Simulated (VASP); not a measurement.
The system is CdCu2SnS4.

```
Cd Cu Sn S
1.0
    -2.80915    2.80915    5.49337
     2.80915   -2.80915    5.49337
     2.80915    2.80915   -5.49337
Cd Cu Sn S
1 2 1 4
Direct
  0.00000 0.00000 0.00000
  0.75000 0.25000 0.50000
  0.25000 0.75000 0.50000
  0.50000 0.50000 0.00000
  0.39861 0.88182 0.00000
  0.88182 0.39861 0.00000
  0.60139 0.60139 0.48321
  0.11818 0.11818 0.51679
```

The cell is a database's computed one.

| Property | Result |
| --- | --- |
| Program | VASP 6.6.1 |
| Task | relaxation of cell and atoms |
| Functional | PBEsol |
| Potentials or basis | VASP PAW PBE potentials, release 64 (Cd, Cu, Sn_d, S) |
| Cutoff | 600 eV |
| k mesh | 10 × 10 × 10 |
| Occupations | methfessel-paxton, width 0.1 eV |
| Spin | no spin polarisation |

At the start: pressure -2.8 GPa; volume 21.68 Å³/atom.

Question: Where does the relaxation end?

Answer: Over 11 steps the energy falls by 8.9 meV/atom and the volume is 20.76 Å³/atom (-4.2 %); space group I-42m (No. 121, to 0.05 Å).

Step by step:
| step | energy change (eV) | largest force (eV/Å) | pressure (GPa) | volume (Å³) |
| --- | --- | --- | --- | --- |
| 1 | 0.0000 | 0.1055 | -2.79 | 173.40 |
| 2 | -0.0603 | 0.1785 | 1.43 | 164.08 |
| 3 | -0.0667 | 0.1614 | -0.01 | 166.35 |
| 4 | -0.0667 | 0.1622 | 0.03 | 166.21 |
| 5 | -0.0667 | 0.1633 | 0.10 | 166.07 |
| 6 | -0.0704 | 0.0767 | 0.10 | 165.97 |
| 7 | -0.0713 | 0.0157 | 0.10 | 165.86 |
| 8 | -0.0713 | 0.0024 | 0.11 | 165.88 |
| 9 | -0.0713 | 0.0046 | 0.13 | 165.88 |
| 10 | -0.0713 | 0.0024 | -0.10 | 166.33 |
| 11 | -0.0714 | 0.0024 | 0.01 | 166.06 |

Final structure:
```
CELL_PARAMETERS angstrom
-2.76743 2.76743 5.42078
2.76743 -2.76743 5.42078
2.76743 2.76743 -5.42078
ATOMIC_POSITIONS crystal
Cd 0.00000 0.00000 0.00000
Cu 0.75000 0.25000 0.50000
Cu 0.25000 0.75000 0.50000
Sn 0.50000 0.50000 0.00000
S 0.39820 0.88463 0.00000
S 0.88463 0.39820 0.00000
S 0.60180 0.60180 0.48644
S 0.11537 0.11537 0.51356
```

Caveat: the PAW data sets were made with another functional, which shifts forces and pressure a little.
